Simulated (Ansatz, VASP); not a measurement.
## Ga2SiS in VASP and in Ansatz

```
CELL_PARAMETERS angstrom
3.56803 0.00000 0.00000
-1.78401 3.09000 0.00000
0.00000 0.00000 6.62143
ATOMIC_POSITIONS crystal
Ga 0.66667 0.33333 0.25162
Ga 0.66667 0.33333 0.74838
Si 0.00000 0.00000 0.50000
S 0.33333 0.66667 0.00000
```

Change from the starting cell: species swapped into the Co2SbAs type (P-6m2, No. 187).

Alike in both runs: functional PBE; k mesh 6 × 6 × 4; occupations gaussian, width 0.1 eV; no spin polarisation.

Ansatz relaxed the structure, and its values are those at the end. VASP's run is a single point on that final structure, the one shown.

|  | VASP | Ansatz |
| --- | --- | --- |
| version | VASP 6.6.1 | Ansatz 0.2.0 |
| potentials or method | VASP PAW PBE potentials, release 64 (Ga_d, Si, S) | scalar-relativistic, plane waves, PAW |
| plane-wave cutoff (eV) | 520 | 420 |
| valence electrons in the cell | 36 | 36 |

```csv
,VASP,Ansatz,Ansatz less VASP
gap on the k mesh at the Fermi level (eV),none,none,-
pressure (GPa),0.1,0.0,-0.06
```

A gap of «none» marks a metal or a gap that the smearing closes. With one functional, cell and mesh, what is left measures potentials, basis and numerics.
